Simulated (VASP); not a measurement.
A run of VASP 6.6.1:

INCAR

```
PREC = Accurate
ENCUT = 520
EDIFF = 1E-6
ISMEAR = 0
SIGMA = 0.05
LREAL = F
LASPH = T
NELM = 100
ALGO = Normal
ISIF = 2
LWAVE = F
LCHARG = T
METAGGA = R2SCAN
LMIXTAU = T
LORBIT = 11
LELF = T
LVHAR = T
NBANDS = 30
```

KPOINTS

```
Automatic mesh
0
Gamma
  7 7 4
```

File POSCAR:

```
Ca2CuS2O2
1.0
    3.8624990000      0.0000000000      0.0000000000
    0.0000000000      3.8624990000      0.0000000000
    0.0000000000      0.0000000000      7.7454740000
Cu Ca S O
1 2 2 2
Direct
    0.0000000000      0.0000000000      0.5000000000
    0.5000000000      0.5000000000      0.2918880000
    0.5000000000      0.5000000000      0.7081120000
    0.0000000000      0.0000000000      0.1383120000
    0.0000000000      0.0000000000      0.8616880000
    0.5000000000      0.0000000000      0.5000000000
    0.0000000000      0.5000000000      0.5000000000
```

Potentials or basis: VASP PAW PBE potentials, release 64 (Cu, Ca_sv, S, O).

Run with:

```sh
$ cat potpaw_PBE.64/Cu/POTCAR potpaw_PBE.64/Ca_sv/POTCAR potpaw_PBE.64/S/POTCAR potpaw_PBE.64/O/POTCAR > POTCAR
$ mpirun -np 1 vasp_std > vasp.out
```

Hardware: 1 thread of AMD EPYC 7R13 Processor (Zen 3), on a shared host.

Problem. How long does it take, and how much memory?

Solution. Wall time 7.3 min on 1 thread of AMD EPYC 7R13 Processor (Zen 3), on a shared host, peak memory 0.28 GiB. Counts: scf iterations 21, k points 30.
